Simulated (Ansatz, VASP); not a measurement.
# HfW9 in two plane-wave programs, part 2 of 2

Aim: how closely do two programs agree when they are given the same cell, functional and k mesh?

VASP 6.6.1 and Ansatz 0.2.0.

So far: The starting structure; Ansatz: single point, PBEsol.

**3. VASP: single point, PBEsol**

Level of this step: PBEsol; plane waves and PAW (Hf_sv_GW, W) (VASP).

The same cell, functional, mesh and smearing now go to VASP, with its own data sets and cutoff.

Lines of VASP's logs that name or quote its potential files are left out, and so is its time.

Contents of INCAR:

```
SYSTEM = HfW9
PREC = Normal
ENCUT = 330
EDIFF = 1E-05
NELM = 120
ISMEAR = 0
SIGMA = 0.1
LREAL = Auto
ALGO = Fast
GGA = PS
NBANDS = 86
LASPH = .TRUE.
LORBIT = 11
LWAVE = .FALSE.
LCHARG = .FALSE.
KPAR = 2
NCORE = 4
ICORELEVEL = 1
ISIF = 0
LVHAR = .TRUE.
```

Contents of POSCAR:

```
HfW9
1.0
    6.3400000000      0.0000000000      0.0000000000
    3.1700000000      4.4830569927      0.0000000000
    0.0000000000      0.0000000000     22.9661139854
Hf W
2 18
Direct
    0.0000000000      0.0000000000      0.7024276770
    0.0000000000      0.0000000000      0.2975723230
    0.5000000000      0.0000000000      0.6874191750
    0.0000000000      0.5000000000      0.6881205560
    0.5000000000      0.5000000000      0.6881205560
    0.7544174564      0.4911650871      0.5969582290
    0.2455825436      0.5088349129      0.5969582290
    0.7489008457      0.0000000000      0.5953683832
    0.2510991543      0.0000000000      0.5953683832
    0.0000000000      0.0000000000      0.5000000000
    0.5000000000      0.0000000000      0.5000000000
    0.0000000000      0.5000000000      0.5000000000
    0.5000000000      0.5000000000      0.5000000000
    0.7544174564      0.4911650871      0.4030417710
    0.2455825436      0.5088349129      0.4030417710
    0.7489008457      0.0000000000      0.4046316168
    0.2510991543      0.0000000000      0.4046316168
    0.5000000000      0.0000000000      0.3125808250
    0.0000000000      0.5000000000      0.3118794440
    0.5000000000      0.5000000000      0.3118794440
```

Contents of KPOINTS:

```
Automatic mesh
0
Gamma
5 5 1
0 0 0
```

Potentials, in the order of the species: Hf_sv_GW and W (PBE family, release 64).

Run with:

```bash
$ mpirun -np 8 vasp_std
```

Numbers of over 12 decimals in the logs are rounded to 6 here.

Log:

```text
[banner, memory and clock lines left out]
running    8 mpi-ranks, on    1 nodes
 distrk:  each k-point on    4 cores,    2 groups
 distr:  one band on    4 cores,    1 groups

 POSCAR found type information on POSCAR HfW
 POSCAR found :  2 types and      20 ions
|                                                                             |
|               ----> ADVICE to this user running VASP <----                  |
|                                                                             |
|     You enforced a specific xc type in the INCAR file but a different       |
|     [... a line on the potential file left out ...]
|     I HOPE YOU KNOW WHAT YOU ARE DOING!                                     |
|                                                                             |

 LDA part: xc-table for (Slater+PW92), standard interpolation
 POSCAR, INCAR and KPOINTS ok, starting setup
 FFT: planning ... GRIDC
 FFT: planning ... GRID_SOFT
 FFT: planning ... GRID
 WAVECAR not read
 entering main loop
       N       E                     dE             d eps       ncg     rms          rms(c)
DAV:   1     0.669192857433E+03    0.66919E+03   -0.44802E+04  1668   0.900E+02
DAV:   2    -0.193219336180E+03   -0.86241E+03   -0.82499E+03  1986   0.273E+02
DAV:   3    -0.277251955601E+03   -0.84033E+02   -0.81330E+02  2040   0.830E+01
DAV:   4    -0.281981038686E+03   -0.47291E+01   -0.46616E+01  2480   0.176E+01
DAV:   5    -0.282115170787E+03   -0.13413E+00   -0.13283E+00  2240   0.305E+00    0.222E+02
RMM:   6    -0.270257505648E+03    0.11858E+02   -0.20024E+01  1831   0.109E+01    0.147E+02
RMM:   7    -0.302915130173E+03   -0.32658E+02   -0.12325E+02  2643   0.211E+01    0.291E+01
RMM:   8    -0.299353841929E+03    0.35613E+01   -0.24261E+02  2926   0.277E+01    0.300E+01
RMM:   9    -0.268907915408E+03    0.30446E+02   -0.26176E+01  1911   0.128E+01    0.164E+01
RMM:  10    -0.265774536897E+03    0.31334E+01   -0.61645E+00  1823   0.721E+00    0.607E+00
RMM:  11    -0.265760701193E+03    0.13836E-01   -0.43250E+00  2403   0.367E+00    0.297E+00
RMM:  12    -0.265788515320E+03   -0.27814E-01   -0.67747E-01  2372   0.177E+00    0.149E+00
RMM:  13    -0.265793106972E+03   -0.45917E-02   -0.28271E-01  2669   0.912E-01    0.988E-01
RMM:  14    -0.265798958689E+03   -0.58517E-02   -0.50138E-02  2654   0.434E-01    0.628E-01
[...]
RMM:  20    -0.265801911146E+03   -0.32663E-03   -0.44979E-04  2406   0.322E-02    0.875E-02
RMM:  21    -0.265802293860E+03   -0.38271E-03   -0.18383E-04  2007   0.218E-02    0.719E-02
RMM:  22    -0.265802471111E+03   -0.17725E-03   -0.72136E-05  1688   0.166E-02    0.490E-02
RMM:  23    -0.265802499536E+03   -0.28426E-04   -0.22495E-05  1410   0.926E-03    0.312E-02
RMM:  24    -0.265802573899E+03   -0.74363E-04   -0.11210E-05  1275   0.575E-03    0.174E-02
RMM:  25    -0.265802607365E+03   -0.33465E-04   -0.71648E-06  1207   0.448E-03    0.157E-02
RMM:  26    -0.265802627993E+03   -0.20628E-04   -0.59252E-06  1194   0.474E-03    0.850E-03
RMM:  27    -0.265802633905E+03   -0.59122E-05   -0.33295E-06  1120   0.382E-03
   1 F= -.26580263E+03 E0= -.26575496E+03  d E =-.953493E-01
```

OUTCAR, selected parts (step 3):

```text
ion  position               nearest neighbor table
   1  0.000  0.000  0.702-   4 2.76   4 2.76   5 2.76   5 2.76   9 2.93   8 2.93   3 3.19   3 3.19
                             6 3.27   7 3.27
   2  0.000  0.000  0.298-  19 2.76  19 2.76  20 2.76  20 2.76  16 2.93  17 2.93  18 3.19  18 3.19
                            14 3.27  15 3.27
   3  0.500  0.000  0.687-   8 2.64   9 2.64   5 2.75   4 2.75   5 2.75   4 2.75   6 3.09   7 3.09
                             1 3.19   1 3.19
   4  0.000  0.500  0.688-   6 2.63   7 2.63   3 2.75   3 2.75   1 2.76   1 2.76   9 3.09   8 3.09
                             5 3.17   5 3.17
   5  0.500  0.500  0.688-   6 2.63   7 2.63   3 2.75   3 2.75   1 2.76   1 2.76   8 3.09   9 3.09
                             4 3.17   4 3.17
   6  0.754  0.491  0.597-   5 2.63   4 2.63   8 2.72   9 2.72  13 2.73  12 2.73   9 2.77   8 2.77
                             3 3.09  10 3.13   7 3.17   7 3.17  11 3.19   1 3.27
   7  0.246  0.509  0.597-   5 2.63   4 2.63   9 2.72   8 2.72  13 2.73  12 2.73   8 2.77   9 2.77
                             3 3.09  10 3.13   6 3.17   6 3.17  11 3.19   1 3.27
   8  0.749  0.000  0.595-   3 2.64  11 2.70  10 2.71   6 2.72   7 2.72   7 2.77   6 2.77   1 2.93
                             5 3.09   4 3.09  12 3.13  13 3.13   9 3.16   9 3.18
   9  0.251  0.000  0.595-   3 2.64  11 2.70  10 2.71   7 2.72   6 2.72   6 2.77   7 2.77   1 2.93
                             4 3.09   5 3.09  12 3.13  13 3.13   8 3.16   8 3.18
  10  0.000  0.000  0.500-   8 2.71   9 2.71  16 2.71  17 2.71  12 2.75  12 2.75  13 2.75  13 2.75
                             6 3.13  14 3.13  15 3.13   7 3.13  11 3.17  11 3.17
  11  0.500  0.000  0.500-   8 2.70   9 2.70  16 2.70  17 2.70  13 2.75  12 2.75  13 2.75  12 2.75
                            10 3.17  10 3.17  15 3.19  14 3.19   6 3.19   7 3.19
  12  0.000  0.500  0.500-   6 2.73   7 2.73  14 2.73  15 2.73  10 2.75  10 2.75  11 2.75  11 2.75
                             8 3.13  16 3.13  17 3.13   9 3.13  13 3.17  13 3.17
  13  0.500  0.500  0.500-   6 2.73   7 2.73  14 2.73  15 2.73  11 2.75  10 2.75  11 2.75  10 2.75
                             9 3.13  17 3.13  16 3.13   8 3.13  12 3.17  12 3.17
  14  0.754  0.491  0.403-  20 2.63  19 2.63  16 2.72  17 2.72  13 2.73  12 2.73  17 2.77  16 2.77
                            18 3.09  10 3.13  15 3.17  15 3.17  11 3.19   2 3.27
  15  0.246  0.509  0.403-  20 2.63  19 2.63  17 2.72  16 2.72  13 2.73  12 2.73  16 2.77  17 2.77
                            18 3.09  10 3.13  14 3.17  14 3.17  11 3.19   2 3.27
  16  0.749  0.000  0.405-  18 2.64  11 2.70  10 2.71  14 2.72  15 2.72  15 2.77  14 2.77   2 2.93
                            19 3.09  20 3.09  12 3.13  13 3.13  17 3.16  17 3.18
  17  0.251  0.000  0.405-  18 2.64  11 2.70  10 2.71  15 2.72  14 2.72  14 2.77  15 2.77   2 2.93
                            19 3.09  20 3.09  13 3.13  12 3.13  16 3.16  16 3.18
  18  0.500  0.000  0.313-  16 2.64  17 2.64  20 2.75  19 2.75  20 2.75  19 2.75  14 3.09  15 3.09
                             2 3.19   2 3.19
  19  0.000  0.500  0.312-  14 2.63  15 2.63  18 2.75  18 2.75   2 2.76   2 2.76  16 3.09  17 3.09
                            20 3.17  20 3.17
  20  0.500  0.500  0.312-  14 2.63  15 2.63  18 2.75  18 2.75   2 2.76   2 2.76  17 3.09  16 3.09
                            19 3.17  19 3.17

  LATTYP: Found a base centered orthorhombic cell.
 ALAT       =     6.3400000000
 B/A-ratio  =     1.4142135624
 C/A-ratio  =     3.6224154551

 Subroutine GETGRP returns: Found  8 space group operations
 (whereof  8 operations were pure point group operations)

The static configuration has the point symmetry D_2h.

 Found      9 irreducible k-points:

   k-points           NKPTS =      9   k-points in BZ     NKDIM =      9   number of bands    NBANDS=     86

   dimension x,y,z NGX =    28 NGY =   24 NGZ =  108
   dimension x,y,z NGXF=    56 NGYF=   48 NGZF=  216

   ENCUT  =  330.0 eV  24.25 Ry    4.92 a.u.   9.39  8.13 34.02*2*pi/ulx,y,z

   NELECT =     132.0000    total number of electrons

 k-points in reciprocal lattice and weights: Automatic mesh
   0.00000000  0.00000000  0.00000000       0.040
   0.20000000  0.00000000  0.00000000       0.160
   0.40000000  0.00000000  0.00000000       0.160
   0.00000000  0.20000000  0.00000000       0.080
   0.40000000  0.20000000  0.00000000       0.080
  -0.40000000  0.20000000  0.00000000       0.160
  -0.20000000  0.20000000  0.00000000       0.160
   0.00000000  0.40000000  0.00000000       0.080
  -0.20000000  0.40000000  0.00000000       0.080

 the core state eigenenergies are
   1-  1s -65253.9202  2s -11152.3280  2p  -9789.5581  3s  -2535.6123  3p  -2128.6874
       3d  -1647.7668  4s   -505.1176  4p   -371.6662  4d   -199.3808  4f     -9.7530

   2-  1s -65253.9202  2s -11152.3280  2p  -9789.5581  3s  -2535.6123  3p  -2128.6874
       3d  -1647.7668  4s   -505.1176  4p   -371.6662  4d   -199.3808  4f     -9.7530

[...]
5-  1s -69460.6977  2s -11981.4757  2p -10475.0687  3s  -2754.2048  3p  -2308.3170
       3d  -1796.2731  4s   -562.6989  4p   -416.4840  4d   -231.3618  4f    -26.2547
       5s    -71.9291  5p    -36.1444
   6-  1s -69460.9668  2s -11981.7847  2p -10475.3749  3s  -2754.5200  3p  -2308.6320
       3d  -1796.5897  4s   -563.0224  4p   -416.8087  4d   -231.6890  4f    -26.5865
       5s    -72.2778  5p    -36.4967
   7-  1s -69460.9668  2s -11981.7847  2p -10475.3749  3s  -2754.5200  3p  -2308.6320
       3d  -1796.5897  4s   -563.0224  4p   -416.8087  4d   -231.6890  4f    -26.5865
       5s    -72.2778  5p    -36.4967
   8-  1s -69461.0432  2s -11981.8549  2p -10475.4457  3s  -2754.5833  3p  -2308.6953
       3d  -1796.6538  4s   -563.0751  4p   -416.8602  4d   -231.7391  4f    -26.6320
       5s    -72.3022  5p    -36.5087
   9-  1s -69461.0432  2s -11981.8549  2p -10475.4457  3s  -2754.5833  3p  -2308.6953
       3d  -1796.6538  4s   -563.0751  4p   -416.8602  4d   -231.7391  4f    -26.6320
       5s    -72.3022  5p    -36.5087
  10-  1s -69461.0489  2s -11981.8601  2p -10475.4509  3s  -2754.5897  3p  -2308.7017
       3d  -1796.6599  4s   -563.0832  4p   -416.8685  4d   -231.7475  4f    -26.6413
       5s    -72.3156  5p    -36.5258
  11-  1s -69461.0305  2s -11981.8429  2p -10475.4336  3s  -2754.5727  3p  -2308.6847
       3d  -1796.6430  4s   -563.0666  4p   -416.8519  4d   -231.7310  4f    -26.6249
       5s    -72.2998  5p    -36.5102
  12-  1s -69461.1378  2s -11981.9464  2p -10475.5376  3s  -2754.6701  3p  -2308.7821
       3d  -1796.7412  4s   -563.1544  4p   -416.9388  4d   -231.8167  4f    -26.7065
       5s    -72.3623  5p    -36.5607
  13-  1s -69461.1378  2s -11981.9464  2p -10475.5376  3s  -2754.6701  3p  -2308.7821
       3d  -1796.7412  4s   -563.1544  4p   -416.9388  4d   -231.8167  4f    -26.7065
       5s    -72.3623  5p    -36.5607
  14-  1s -69460.9668  2s -11981.7847  2p -10475.3749  3s  -2754.5200  3p  -2308.6320
       3d  -1796.5897  4s   -563.0224  4p   -416.8087  4d   -231.6890  4f    -26.5865
       5s    -72.2778  5p    -36.4967
  15-  1s -69460.9668  2s -11981.7847  2p -10475.3749  3s  -2754.5200  3p  -2308.6320
       3d  -1796.5897  4s   -563.0224  4p   -416.8087  4d   -231.6890  4f    -26.5865
       5s    -72.2778  5p    -36.4967
  16-  1s -69461.0432  2s -11981.8549  2p -10475.4457  3s  -2754.5833  3p  -2308.6953
       3d  -1796.6538  4s   -563.0751  4p   -416.8602  4d   -231.7391  4f    -26.6320
       5s    -72.3022  5p    -36.5087
  17-  1s -69461.0432  2s -11981.8549  2p -10475.4457  3s  -2754.5833  3p  -2308.6953
       3d  -1796.6538  4s   -563.0751  4p   -416.8602  4d   -231.7391  4f    -26.6320
       5s    -72.3022  5p    -36.5087
  18-  1s -69461.0076  2s -11981.7877  2p -10475.3812  3s  -2754.4981  3p  -2308.6102
       3d  -1796.5696  4s   -562.9640  4p   -416.7463  4d   -231.6212  4f    -26.5027
       5s    -72.1214  5p    -36.3014
  19-  1s -69460.6977  2s -11981.4757  2p -10475.0687  3s  -2754.2048  3p  -2308.3170
       3d  -1796.2731  4s   -562.6989  4p   -416.4840  4d   -231.3618  4f    -26.2546
       5s    -71.9291  5p    -36.1444
  20-  1s -69460.6977  2s -11981.4757  2p -10475.0687  3s  -2754.2048  3p  -2308.3170
       3d  -1796.2731  4s   -562.6989  4p   -416.4840  4d   -231.3618  4f    -26.2547
       5s    -71.9291  5p    -36.1444

 E-fermi :   1.6864

 k-point     1 :       0.0000    0.0000    0.0000
  band No.  band energies     occupation
    ...
     58       0.9154      2.00000
     59       1.0628      2.00000
     60       1.4263      1.99977
     61       1.5424      1.95835
     62       1.6739      1.14089
     63       1.9727      0.00005
     64       2.3208      0.00000
     65       2.3649      0.00000
     66       2.4051      0.00000
     67       2.4757      0.00000
    ...

 k-point     2 :       0.2000    0.0000    0.0000
  band No.  band energies     occupation
    ...
     59       1.0251      2.00000
     60       1.1172      2.00000
     61       1.1943      2.00000
     62       1.4663      1.99815
     63       1.6004      1.77607
     64       1.7978      0.11523
     65       1.8864      0.00468
     66       1.9965      0.00001
     67       2.0725      0.00000
     68       2.1457      0.00000
    ...

 k-point     3 :       0.4000    0.0000    0.0000
  band No.  band energies     occupation
    ...
     63       0.9480      2.00000
     64       1.0213      2.00000
     65       1.0457      2.00000
     66       1.6331      1.54909
     67       1.6821      1.04929
     68       1.7411      0.43918
     69       2.0722      0.00000
     70       2.1075      0.00000
     71       2.3149      0.00000
     72       2.6011      0.00000
    ...

  energy-cutoff  :      330.00
  volume of cell :      652.76
      direct lattice vectors                 reciprocal lattice vectors
     6.340000000  0.000000000  0.000000000     0.157728707 -0.111531038  0.000000000
     3.170000000  4.483056993  0.000000000     0.000000000  0.223062076  0.000000000
     0.000000000  0.000000000 22.966113985     0.000000000  0.000000000  0.043542412

 POSITION                                       TOTAL-FORCE (eV/Angst)
 -----------------------------------------------------------------------------------
      0.00000      0.00000     16.13203         0.000000     -0.000000     -0.102425
      0.00000      0.00000      6.83408         0.000000     -0.000000      0.102425
      3.17000      0.00000     15.78735         0.000000     -0.000000      0.205034
      1.58500      2.24153     15.80346         0.000000     -0.000000     -0.031989
      4.75500      2.24153     15.80346         0.000000     -0.000000     -0.031989
      6.34000      2.20192     13.70981         0.000000      0.135899     -0.029272
      3.17000      2.28114     13.70981         0.000000     -0.135899     -0.029272
      4.74803      0.00000     13.67330        -0.000985      0.000000      0.018883
      1.59197      0.00000     13.67330         0.000985      0.000000      0.018883
      0.00000      0.00000     11.48306         0.000000     -0.000000      0.000000
      3.17000      0.00000     11.48306         0.000000     -0.000000      0.000000
      1.58500      2.24153     11.48306         0.000000     -0.000000      0.000000
      4.75500      2.24153     11.48306         0.000000     -0.000000      0.000000
      6.34000      2.20192      9.25630         0.000000      0.135899      0.029272
      3.17000      2.28114      9.25630         0.000000     -0.135899      0.029272
      4.74803      0.00000      9.29282        -0.000985     -0.000000     -0.018883
      1.59197      0.00000      9.29282         0.000985      0.000000     -0.018883
      3.17000      0.00000      7.17877         0.000000     -0.000000     -0.205034
      1.58500      2.24153      7.16266         0.000000     -0.000000      0.031989
      4.75500      2.24153      7.16266         0.000000     -0.000000      0.031989
 -----------------------------------------------------------------------------------
    total drift:                                0.000000      0.000000     -0.000000

  FREE ENERGIE OF THE ION-ELECTRON SYSTEM (eV)
  ---------------------------------------------------
  free  energy   TOTEN  =      -265.8026339052 eV

  energy  without entropy=     -265.7072846026  energy(sigma->0) =     -265.75495925

 total charge
# of ion       s       p       d       f       tot
--------------------------------------------------
    1        4.848   5.938   1.490   0.026  12.301
    2        4.848   5.938   1.490   0.026  12.301
    3        0.695   0.557   4.159   0.000   5.410
    4        0.692   0.525   4.232   0.000   5.449
    5        0.692   0.525   4.232   0.000   5.449
    6        0.693   0.725   4.279   0.000   5.696
    7        0.693   0.725   4.279   0.000   5.696
    8        0.680   0.711   4.245   0.000   5.637
    9        0.680   0.711   4.245   0.000   5.637
   10        0.679   0.709   4.263   0.000   5.652
   11        0.677   0.716   4.264   0.000   5.658
   12        0.672   0.709   4.231   0.000   5.612
   13        0.672   0.709   4.231   0.000   5.612
   14        0.693   0.725   4.279   0.000   5.696
   15        0.693   0.725   4.279   0.000   5.696
   16        0.680   0.711   4.245   0.000   5.637
   17        0.680   0.711   4.245   0.000   5.637
   18        0.695   0.557   4.159   0.000   5.410
   19        0.692   0.525   4.232   0.000   5.449
   20        0.692   0.525   4.232   0.000   5.449
--------------------------------------------------
tot         22.044  23.679  79.309   0.052 125.084

[... 3 further parts left out ...]
```

These are scalar-relativistic Kohn-Sham levels of the ground state, with no core hole, so they are not binding energies.

**4. Side by side**

Known differences besides the PAW data sets themselves: the data sets hold 304 valence electrons in Ansatz (default PAW (the set named soft_2) files) and 132 in VASP; the cutoff is 420 eV in Ansatz and 330 eV in VASP (PREC = Normal, projectors in real space); Ansatz makes its cores anew for this functional, VASP keeps those of its PBE data sets. Total energies have different zeros and are not compared.

Forces on 10 of the 20 atoms, picked by the larger force of the two programs (eV/Å; atoms numbered as in POSCAR):

```csv
atom,"Ansatz x, y, z","VASP x, y, z"
W3,"0.000, 0.000, 0.430","0.000, 0.000, 0.205"
W4,"0.000, 0.000, 0.203","0.000, 0.000, -0.032"
W5,"0.000, 0.000, 0.203","0.000, 0.000, -0.032"
W6,"0.000, 0.176, -0.123","0.000, 0.136, -0.029"
W7,"0.000, -0.176, -0.123","0.000, -0.136, -0.029"
W14,"0.000, 0.176, 0.123","0.000, 0.136, 0.029"
W15,"0.000, -0.176, 0.123","0.000, -0.136, 0.029"
W18,"0.000, 0.000, -0.430","0.000, 0.000, -0.205"
W19,"0.000, 0.000, -0.203","0.000, 0.000, 0.032"
W20,"0.000, 0.000, -0.203","0.000, 0.000, 0.032"
```

The forces differ by 79 meV/Å r.m.s., which is 141.0 % of the r.m.s. force of 0.06 eV/Å (both taken over all components).

**5. Looking for the cause**

The difference is large enough to ask for its cause, so further runs change the set-up of one program at a time, as the table lists.

```csv
run,r.m.s. force difference (meV/Å)
as above,79
"cores kept as stored, as VASP does, whose cores stay as stored",79
norm-conserving potentials (cutoff 1007 eV),83
```

**6. Summary of results**

```
r.m.s. force difference (single point, PBEsol) : 79 meV/Å
```

**Reading.** The r.m.s. force difference is 79 meV/Å (single point, PBEsol), beyond the 12 meV/Å picked in this series as the mark of a large difference. For single point, PBEsol: no further run halves the r.m.s. force difference; only Ansatz's side was varied. 1 further run on this material is not shown. How closely two codes agree says nothing of how well the functional describes the real material.

[Lines on the potential files, build, host, timing and source positions are cut from VASP's logs without a mark.]

[Logs are printed without paths, hosts, clocks, repeated set-up lines and the standing remarks that a program may print on its own settings, such as how far it seeks lower states.]

[Hosts, paths, dates, database ids (printed as entryN), source tags and the programs' standing remarks are cut or masked in the printed files.]
